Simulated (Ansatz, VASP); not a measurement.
**BiIr in VASP and in Ansatz**

```
Ir Bi
1.0
     0.00000    2.94105    2.94105
     2.94105    0.00000    2.94105
     2.94105    2.94105    0.00000
Ir Bi
1 1
Direct
  0.00000 0.00000 0.00000
  0.25000 0.25000 0.25000
```

Change from the starting cell: volume scaled by 0.92, LAPW.

Alike in both runs: task single point; functional PBEsol; k mesh 12 × 12 × 12; occupations fermi-dirac, width 0.1 eV; no spin polarisation.

|  | VASP | Ansatz |
| --- | --- | --- |
| version | VASP 6.6.1 | Ansatz 0.2.0 |
| potentials or method | VASP PAW PBE potentials, release 64 (Ir, Bi_d), cutoff 520 eV | all-electron LAPW, scalar-relativistic |

|  | VASP | Ansatz | Ansatz less VASP |
| --- | --- | --- | --- |
| pressure (GPa) | 10.2 | 10.0 | -0.23 |

Ansatz ran all-electron here, so the differences hold the error of VASP's frozen core and of both bases.

Caveats: the PAW data sets were made with another functional, which shifts forces and pressure a little (VASP).
